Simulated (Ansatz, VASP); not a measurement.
# Cross-check of Sn19Ge5O48 (Sn0.8Ge0.2O2, rutile) between VASP and Ansatz, part 2 of 3

Wanted: the spread between two codes on one cell, functional and k mesh. The cell is invented: As first built, before any earlier steps moved the atoms (in the runner's words): 2x2x3 conventional cells of the SnO2 type (72 atoms: 48 O, 5 Ge, 19 Sn); Sn/Ge share their sites, one random draw; start lattice by linear mixing of the end members' cells; atoms moved at random by 0.02 A. It may not be a known or stable phase. Of the first pair: The structure shown is the start of the Ansatz relaxation below; VASP solves that cell, so the two are compared at the walk's first step.

VASP 6.6.1 and Ansatz 0.2.0.

So far: Starting point; Ansatz: relaxation, PBE.

## Step 3: VASP: single point, PBE, start cell, pair 1

Level of this step: PBE; plane waves and PAW (O, Ge_d, Sn_d); invented cell (VASP).

The same cell, functional, mesh and smearing now go to VASP, with its own data sets.

Lines of VASP's logs that name or quote its potential files are left out, and so is its time.

INCAR reads:

```
SYSTEM = Sn19Ge5O48
PREC = Accurate
ENCUT = 520
EDIFF = 1E-06
NELM = 120
ISMEAR = -1
SIGMA = 0.01
LREAL = Auto
ALGO = Normal
GGA = PE
NBANDS = 368
LORBIT = 11
LWAVE = .FALSE.
LCHARG = .FALSE.
ISIF = 2
ISYM = 0
LASPH = .TRUE.
GGA_COMPAT = .FALSE.
EFERMI = MIDGAP
KPAR = 4
```

POSCAR reads:

```
Sn19Ge5O48
1.0
    9.3388000000      0.0000000000      0.0000000000
    0.0000000000      9.3388000000      0.0000000000
    0.0000000000      0.0000000000      9.3636000000
O Ge Sn
48 5 19
Direct
    0.1494838737      0.1507902514      0.9960698877
    0.0959545124      0.4008437915      0.1672540476
    0.3467897374      0.3460508845      0.9946174548
    0.4023964535      0.0963507089      0.1669122987
    0.1502655587      0.1525249497      0.3312401213
    0.0947230908      0.4058230179      0.4982805758
    0.3463828329      0.3483423995      0.3320944936
    0.4033066347      0.0966933653      0.5001388355
    0.1509294556      0.1537135392      0.6695715323
    0.0931383047      0.4053946974      0.8335896450
    0.3450764552      0.3507302865      0.6682899739
    0.4009829957      0.0966077012      0.8345721731
    0.1531460145      0.6550092089      0.9998611645
    0.0978819549      0.9066261190      0.1652249135
    0.3468861096      0.8454619437      0.0002669913
    0.4010151197      0.5952049514      0.1662501602
    0.1554696535      0.6560050542      0.3305139049
    0.0947552148      0.9049449608      0.4957388184
    0.3454619437      0.8462436287      0.3360246059
    0.4050306249      0.5957510601      0.4992097057
    0.1530068103      0.6568081552      0.6657482165
    0.0958046002      0.9043131880      0.8330770217
    0.3460294685      0.8440591939      0.6666453074
    0.4025999058      0.5989527562      0.8347323679
    0.6534993789      0.1549770849      0.9992737836
    0.5986957639      0.4035422110      0.1679055064
    0.8436951214      0.3471859340      0.9963902772
    0.8991947574      0.0958046002      0.1647443291
    0.6538955754      0.1583608172      0.3315605109
    0.5951085793      0.4039919476      0.5010466060
    0.8460723005      0.3460080524      0.3348284848
    0.9046558444      0.0942412301      0.4998291256
    0.6536278751      0.1512935281      0.6672220086
    0.5946053026      0.4056302737      0.8337498398
    0.8466398252      0.3451835354      0.6664103550
    0.8992697135      0.0940270699      0.8341129480
    0.6489913051      0.6553625733      0.9962728011
    0.5980746991      0.9017432647      0.1683326926
    0.8467254894      0.8431597207      0.0026699133
    0.9066368270      0.5963078768      0.1660792857
    0.6532102626      0.6514648563      0.3356828570
    0.5952906155      0.9034351309      0.4983126148
    0.8451085793      0.8437058294      0.3360246059
    0.9032209706      0.5985244357      0.5000320390
    0.6520645051      0.6528461901      0.6654705455
    0.5964684970      0.9027498180      0.8326925541
    0.8435023772      0.8447230908      0.6702016319
    0.9021073371      0.5941876901      0.8340488701
    0.0030089519      0.4968946760      0.3328847879
    0.7486507903      0.2462307791      0.1682365757
    0.4999464599      0.5001499122      0.9983873724
    0.7509744293      0.7488542425      0.1663569567
    0.7476335289      0.7473979526      0.5028514674
    0.9989077826      0.0006210648      0.9999252424
    0.2490576948      0.2489077826      0.1680123030
    0.9993468112      0.9996787596      0.3333760519
    0.2525163833      0.2514562899      0.5008223333
    0.9987899944      0.9970445882      0.6686851211
    0.2520666467      0.2497001756      0.8344867359
    0.0016704502      0.5017775303      0.0019650562
    0.2490148627      0.7532445282      0.1639967534
    0.2518524864      0.7510600934      0.5018689393
    0.0040155052      0.5031802801      0.6642210261
    0.2463806913      0.7517454063      0.8311653637
    0.4999678760      0.0017989463      0.9964863941
    0.4954812181      0.0005568167      0.3334294502
    0.7494753073      0.2500749561      0.4981630997
    0.4967554718      0.9996359275      0.6645948140
    0.7464770634      0.2510815094      0.8332051775
    0.5008673491      0.4978798133      0.3319342988
    0.4978583972      0.4981046815      0.6670831731
    0.7483188418      0.7507602690      0.8340595497
```

KPOINTS reads:

```
Points of the shifted mesh
8
Reciprocal
 0.2500000000  0.2500000000  0.2500000000 1
 0.2500000000  0.2500000000  0.7500000000 1
 0.2500000000  0.7500000000  0.2500000000 1
 0.2500000000  0.7500000000  0.7500000000 1
 0.7500000000  0.2500000000  0.2500000000 1
 0.7500000000  0.2500000000  0.7500000000 1
 0.7500000000  0.7500000000  0.2500000000 1
 0.7500000000  0.7500000000  0.7500000000 1
```

The projector-augmented-wave data sets are O, Ge_d and Sn_d (PBE family, release 64).

Launch:

```
$ mpirun -np 8 vasp_std
```

Numbers of over 12 decimals in the logs are rounded to 6 here.

Output:

```text
[banner, memory and clock lines left out]
running    8 mpi-ranks, on    1 nodes
[...]
|                                                                             |
|           W    W    AA    RRRRR   N    N  II  N    N   GGGG   !!!           |
|           W    W   A  A   R    R  NN   N  II  NN   N  G    G  !!!           |
|           W    W  A    A  R    R  N N  N  II  N N  N  G       !!!           |
|           W WW W  AAAAAA  RRRRR   N  N N  II  N  N N  G  GGG   !            |
|           WW  WW  A    A  R   R   N   NN  II  N   NN  G    G                |
|           W    W  A    A  R    R  N    N  II  N    N   GGGG   !!!           |
|                                                                             |
|     For optimal performance we recommend to set                             |
|       NCORE = 2 up to number-of-cores-per-socket                            |
|     NCORE specifies how many cores store one orbital (NPAR=cpu/NCORE).      |
|     This setting can greatly improve the performance of VASP for DFT.       |
|     The default, NCORE=1 might be grossly inefficient on modern             |
|     multi-core architectures or massively parallel machines. Do your        |
|     Unfortunately you need to use the default for GW and RPA                |
|     calculations (for HF NCORE is supported but not extensively tested      |
|     yet).                                                                   |
|                                                                             |

 LDA part: xc-table for (Slater+PW92), standard interpolation
 POSCAR, INCAR and KPOINTS ok, starting setup
[...]
entering main loop
       N       E                     dE             d eps       ncg     rms          rms(c)
DAV:   1     0.148142683209E+05    0.14814E+05   -0.22068E+05  6280   0.320E+03
DAV:   2     0.317858374862E+04   -0.11636E+05   -0.11003E+05  5888   0.935E+02
DAV:   3    -0.541225411677E+02   -0.32327E+04   -0.30584E+04  6128   0.362E+02
DAV:   4    -0.491973881849E+03   -0.43785E+03   -0.42713E+03  6784   0.143E+02
[...]
DAV:  15    -0.442708365333E+03    0.59800E-06   -0.29485E-05  7912   0.222E-02    0.538E-03
DAV:  16    -0.442708364078E+03    0.12551E-05   -0.82785E-06  5832   0.121E-02    0.367E-03
DAV:  17    -0.442708363695E+03    0.38274E-06   -0.32745E-06  4144   0.585E-03
   1 F= -.44270836E+03 E0= -.44270836E+03  d E =0.000000E+00
```

From OUTCAR (step 3):

```text
 POSITION                                       TOTAL-FORCE (eV/Angst)
 -----------------------------------------------------------------------------------
      1.39600      1.40820      9.32680         0.582480      0.572434      0.665090
      0.89610      3.74340      1.56610        -0.597817      0.718597      1.755500
      3.23860      3.23170      9.31320         1.788875      1.806729      1.364876
      3.75790      0.89980      1.56290        -0.319036      0.289814     -0.316408
      1.40330      1.42440      3.10160         0.351779      0.223491      0.652245
      0.88460      3.78990      4.66570         0.037315      0.052474     -1.976657
      3.23480      3.25310      3.10960         0.002224     -0.178074      0.263017
      3.76640      0.90300      4.68310        -0.648066      0.718799     -0.030836
      1.40950      1.43550      6.26960         0.136475     -0.016327     -0.575064
      0.86980      3.78590      7.80540         1.151522     -0.920211     -0.132336
      3.22260      3.27540      6.25760        -0.253229     -0.323662     -0.281950
      3.74470      0.90220      7.81460        -0.048224      0.048017     -0.677268
      1.43020      6.11700      9.36230        -0.399559     -0.313222     -0.248145
      0.91410      8.46680      1.54710         0.147982     -0.168375      0.101193
[...]
-----------------------------------------------------------------------------------
    total drift:                                0.033933      0.006559     -0.030521

  FREE ENERGIE OF THE ION-ELECTRON SYSTEM (eV)
  ---------------------------------------------------
  free  energy   TOTEN  =      -442.7083636948 eV

  energy  without entropy=     -442.7083636948  energy(sigma->0) =     -442.70836369

[... 2 further parts left out ...]
[key lines of the parts left out:]
E-fermi :   7.1108
```

The gap is read on the k-mesh alone, so it is an upper bound where the band edges lie off the mesh.

## Step 4: Differences

Known differences besides the potentials themselves: the cutoff is 420 eV in Ansatz and 520 eV in VASP (PREC = Accurate, projectors in real space). Total energies have different zeros and are not compared.

Forces on 8 of the 72 atoms, those with the largest forces and the largest differences (eV/Å; atoms numbered as in POSCAR):

```csv
atom,"Ansatz x, y, z","VASP x, y, z"
O3,"1.751, 1.770, 1.353","1.789, 1.807, 1.365"
O17,"-1.934, -2.091, 0.465","-1.970, -2.129, 0.466"
O26,"0.729, -0.952, -2.170","0.749, -0.978, -2.198"
O28,"-1.628, 1.680, 0.423","-1.665, 1.712, 0.429"
O31,"1.232, 1.099, -2.117","1.258, 1.123, -2.146"
O37,"-0.819, -1.108, 2.309","-0.842, -1.131, 2.334"
O40,"-1.157, 1.025, 2.111","-1.182, 1.052, 2.138"
O42,"1.638, -1.575, 0.225","1.677, -1.612, 0.222"
```

The forces differ by 15 meV/Å r.m.s., which is 1.7 % of the r.m.s. force of 0.885 eV/Å (both taken over all components).

## Step 5: Ansatz: relaxation, PBE

This run makes the geometry at which the two programs are then compared. The cell compared in this pair holds 861.85 Å³, against 816.63 Å³ for the pair before.

The structure compared here is the end of the Ansatz relaxation.

input.yaml reads:

```yaml
crystal:
  lattice:
    - [9.3388, 0.0, 0.0]
    - [0.0, 9.3388, 0.0]
    - [0.0, 0.0, 9.3636]
  atoms:
    - { symbol: O, position: [0.14948, 0.15079, 0.99607] }
    - { symbol: O, position: [0.09595, 0.40084, 0.16725] }
    - { symbol: O, position: [0.34679, 0.34605, 0.99462] }
    - { symbol: O, position: [0.4024, 0.09635, 0.16691] }
    - { symbol: O, position: [0.15027, 0.15253, 0.33124] }
    - { symbol: O, position: [0.09472, 0.40582, 0.49828] }
    - { symbol: O, position: [0.34638, 0.34834, 0.33209] }
    - { symbol: O, position: [0.40331, 0.09669, 0.50014] }
    - { symbol: O, position: [0.15093, 0.15371, 0.66957] }
    - { symbol: O, position: [0.09314, 0.40539, 0.83359] }
    - { symbol: O, position: [0.34508, 0.35073, 0.66829] }
    - { symbol: O, position: [0.40098, 0.09661, 0.83457] }
    - { symbol: O, position: [0.15315, 0.65501, 0.99986] }
    - { symbol: O, position: [0.09788, 0.90663, 0.16522] }
    - { symbol: O, position: [0.34689, 0.84546, 0.00027] }
    - { symbol: O, position: [0.40101, 0.59521, 0.16625] }
    - { symbol: O, position: [0.15547, 0.656, 0.33051] }
    - { symbol: O, position: [0.09475, 0.90494, 0.49574] }
    - { symbol: O, position: [0.34546, 0.84624, 0.33602] }
    - { symbol: O, position: [0.40503, 0.59575, 0.49921] }
    - { symbol: O, position: [0.15301, 0.65681, 0.66575] }
    - { symbol: O, position: [0.0958, 0.90431, 0.83308] }
    - { symbol: O, position: [0.34603, 0.84406, 0.66664] }
    - { symbol: O, position: [0.4026, 0.59895, 0.83473] }
    - { symbol: O, position: [0.6535, 0.15498, 0.99927] }
    - { symbol: O, position: [0.5987, 0.40354, 0.16791] }
    - { symbol: O, position: [0.84369, 0.34719, 0.99639] }
    - { symbol: O, position: [0.89919, 0.0958, 0.16474] }
    - { symbol: O, position: [0.6539, 0.15836, 0.33156] }
    - { symbol: O, position: [0.59511, 0.40399, 0.50105] }
    - { symbol: O, position: [0.84607, 0.34601, 0.33483] }
    - { symbol: O, position: [0.90466, 0.09424, 0.49983] }
    - { symbol: O, position: [0.65363, 0.15129, 0.66722] }
    - { symbol: O, position: [0.59461, 0.40563, 0.83375] }
    - { symbol: O, position: [0.84664, 0.34518, 0.66641] }
    - { symbol: O, position: [0.89927, 0.09403, 0.83411] }
    - { symbol: O, position: [0.64899, 0.65536, 0.99627] }
    - { symbol: O, position: [0.59807, 0.90174, 0.16833] }
    - { symbol: O, position: [0.84673, 0.84316, 0.00267] }
    - { symbol: O, position: [0.90664, 0.59631, 0.16608] }
    - { symbol: O, position: [0.65321, 0.65146, 0.33568] }
    - { symbol: O, position: [0.59529, 0.90344, 0.49831] }
    - { symbol: O, position: [0.84511, 0.84371, 0.33602] }
    - { symbol: O, position: [0.90322, 0.59852, 0.50003] }
    - { symbol: O, position: [0.65206, 0.65285, 0.66547] }
    - { symbol: O, position: [0.59647, 0.90275, 0.83269] }
    - { symbol: O, position: [0.8435, 0.84472, 0.6702] }
    - { symbol: O, position: [0.90211, 0.59419, 0.83405] }
    - { symbol: Ge, position: [0.00301, 0.49689, 0.33289] }
    - { symbol: Ge, position: [0.74865, 0.24623, 0.16824] }
    - { symbol: Ge, position: [0.49995, 0.50015, 0.99839] }
    - { symbol: Ge, position: [0.75097, 0.74885, 0.16636] }
    - { symbol: Ge, position: [0.74763, 0.7474, 0.50285] }
    - { symbol: Sn, position: [0.99891, 0.00062, 0.99993] }
    - { symbol: Sn, position: [0.24906, 0.24891, 0.16801] }
    - { symbol: Sn, position: [0.99935, 0.99968, 0.33338] }
    - { symbol: Sn, position: [0.25252, 0.25146, 0.50082] }
    - { symbol: Sn, position: [0.99879, 0.99704, 0.66869] }
    - { symbol: Sn, position: [0.25207, 0.2497, 0.83449] }
    - { symbol: Sn, position: [0.00167, 0.50178, 0.00197] }
    - { symbol: Sn, position: [0.24902, 0.75324, 0.164] }
    - { symbol: Sn, position: [0.25185, 0.75106, 0.50187] }
    - { symbol: Sn, position: [0.00402, 0.50318, 0.66422] }
    - { symbol: Sn, position: [0.24638, 0.75175, 0.83117] }
    - { symbol: Sn, position: [0.49997, 0.0018, 0.99649] }
    - { symbol: Sn, position: [0.49548, 0.00056, 0.33343] }
    - { symbol: Sn, position: [0.74947, 0.25008, 0.49816] }
    - { symbol: Sn, position: [0.49676, 0.99964, 0.66459] }
    - { symbol: Sn, position: [0.74648, 0.25108, 0.8332] }
    - { symbol: Sn, position: [0.50087, 0.49788, 0.33193] }
    - { symbol: Sn, position: [0.49786, 0.4981, 0.66708] }
    - { symbol: Sn, position: [0.74832, 0.75076, 0.83406] }
kpoints:
  mp_grid: { grid: [2, 2, 2], shift: [0.5, 0.5, 0.5] }
hamiltonian:
  xc: pbe
scf:
  occupations: { method: fermi_dirac, width: 0.01 }
output:
  forces: true
  stress: true
relax:
  f_tol: 0.02
  max_steps: 45
  cell: { stress_tol: 0.1 }
```

Launch:

```
$ ansatz run input.yaml --threads 4 --pin off --max-ram 15360MiB --backend cpu --events-out ev --progress --plain --runs-dir out
```

Output:

```text
[...]
Crystal: 72 atoms, lattice volume = 816.629 Å³
Basis set: ecut = 420 eV, 15927 PW (Γ), exchange–correlation on 128×128×128 points (8 copies of the dense FFT grid, shifted against one another)
Bands: 384, of which v1, the nominal top of the filled ones, is band 312 counted from 1 (311 counted from 0)
Symmetry: 1 space group operations
[...]
k-points: 4 of 8 (time reversal used)
[...]
- { symbol: Sn, position: [0.992785, 0.999504, 0.331415] }
    - { symbol: Sn, position: [0.246356, 0.251602, 0.497275] }
    - { symbol: Sn, position: [0.996978, 0.996139, 0.665440] }
    - { symbol: Sn, position: [0.251408, 0.254442, 0.834754] }
    - { symbol: Sn, position: [-0.00645998, 0.500392, 0.00653827] }
    - { symbol: Sn, position: [0.247974, 0.744336, 0.166550] }
[...]
- { symbol: Sn, position: [0.745825, 0.251111, 0.838456] }
    - { symbol: Sn, position: [0.507263, 0.500614, 0.327842] }
    - { symbol: Sn, position: [0.501448, 0.503999, 0.668365] }
    - { symbol: Sn, position: [0.746414, 0.745189, 0.834910] }
[key lines of the parts left out:]
P = ⅓ Tr σ = 0.0256 GPa (0.256 kbar)
```

(Part 2 of 3 ends here.)

[Lines on the potential files, build, host, timing and source positions are cut from VASP's logs without a mark.]

[Logs are printed without paths, hosts, clocks, repeated set-up lines and the standing remarks that a program may print on its own settings, such as how far it seeks lower states.]

[Hosts, paths, dates, database ids (printed as entryN), source tags and the programs' standing remarks are cut or masked in the printed files.]
